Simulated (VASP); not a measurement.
Wanted: the native input for a VASP 6.6.1 run.

```
Task                   : optical spectrum
Functional             : PBE
Potentials or basis    : VASP PAW PBE potentials, release 64 (Ba_sv, V_sv, Tl_d, O)
Cutoff                 : 520 eV
k mesh                 : 4 × 4 × 4
Occupations            : fermi-dirac, width 0.05 eV
Spin                   : collinear spin, ferromagnetic start
Starting moments       : [0.0, 0.0, 2.0, 2.0, 2.0, 0.0, 0.0, 0.0, 0.0, 0.0, 0.0, 0.0, 0.0, 0.0, 0.0, 0.0, 0.0, 0.0, 0.0, 0.0, 0.0, 0.0] μB
Further INCAR settings : ALGO = Normal; EDIFF = 1e-06; NBANDS = 146
```

The structure of Ba2Tl5V3O12 lies in POSCAR:

```
Ba2Tl5V3O12
1.0
    8.1542100000      0.0000000000      0.0000000000
   -4.0771100000      7.0617600000      0.0000000000
    0.0000000000      0.0000000000      6.9212800000
Ba V Tl O
2 3 5 12
Direct
    0.0000000000      0.0000000000      0.2355200000
    0.0000000000      0.0000000000      0.7644800000
    0.5000000000      0.0000000000      0.0000000000
    0.0000000000      0.5000000000      0.0000000000
    0.5000000000      0.5000000000      0.0000000000
    0.5000000000      0.0000000000      0.5000000000
    0.0000000000      0.5000000000      0.5000000000
    0.5000000000      0.5000000000      0.5000000000
    0.3333300000      0.6666700000      0.2248900000
    0.6666700000      0.3333300000      0.7751100000
    0.3389000000      0.3433400000      0.8144400000
    0.6566600000      0.9955600000      0.8144400000
    0.0044400000      0.6611000000      0.8144400000
    0.3433400000      0.3389000000      0.1855600000
    0.9955600000      0.6566600000      0.1855600000
    0.6611000000      0.0044400000      0.1855600000
    0.6611000000      0.6566600000      0.1855600000
    0.3433400000      0.0044400000      0.1855600000
    0.9955600000      0.3389000000      0.1855600000
    0.6566600000      0.6611000000      0.8144400000
    0.0044400000      0.3433400000      0.8144400000
    0.3389000000      0.9955600000      0.8144400000
```

The cell was built by a generator and needn't be a form met in nature.

These files were run (other wordings do the same):

INCAR

```
PREC     = Accurate       # precision mode
ENCUT    = 520            # plane-wave cutoff, eV
EDIFF    = 1E-6           # SCF threshold, eV
ISMEAR   = -1             # smearing method
SIGMA    = 0.05           # smearing width, eV
LREAL    = F              # projectors in reciprocal space
LASPH    = T              # aspherical terms in the spheres
NELM     = 120            # most SCF steps
ALGO     = Normal         # electronic algorithm
ISIF     = 2              # what is computed and relaxed
LWAVE    = F              # write WAVECAR
LCHARG   = F              # write CHGCAR
ISPIN    = 2              # spin polarisation
MAGMOM   = 0 0 2 2 2 0 0 0 0 0 0 0 0 0 0 0 0 0 0 0 0 0 # initial moments
LORBIT   = 11             # projections on sites
LMAXMIX  = 4              # l up to which the mixer works
GGA      = PE             # functional
LOPTICS  = T              # frequency-dependent dielectric function
NBANDS   = 146            # bands
NEDOS    = 1000           # points of the DOS
CSHIFT   = 0.05         
KPAR     = 4
```

KPOINTS

```
Automatic mesh
0
Gamma
  4 4 4
```

Potentials or basis: VASP PAW PBE potentials, release 64 (Ba_sv, V_sv, Tl_d, O).

Run with:

```console
$ cat potpaw_PBE.64/Ba_sv/POTCAR potpaw_PBE.64/V_sv/POTCAR potpaw_PBE.64/Tl_d/POTCAR potpaw_PBE.64/O/POTCAR > POTCAR
$ mpirun -np 4 vasp_std > vasp.out
```

Results of the run:

```json
{
 "Pressure": "0.7 GPa",
 "Largest force": "0.109 eV/Å",
 "Band gap on the k mesh": "none (metal or under the smearing width)",
 "Net moment": "0.00 μB per cell",
 "Valence electrons inside the program's atomic spheres": "Ba 7.85; V 11.67; Tl 11.13, 11.25; O 4.93"
}
```

Caveat: spectra need much finer meshes, so this one isn't converged; independent-particle spectra lack excitons; the intraband (Drude) part of a metal's response may be missing; semilocal functionals often make such compounds metallic where correlation or magnetic order opens a gap, which also shifts bond lengths.

It took 15 min on 4 MPI ranks on Intel(R) Xeon(R) 6975P-C (Granite Rapids), on a shared host, peak memory 4.2 GiB a rank.
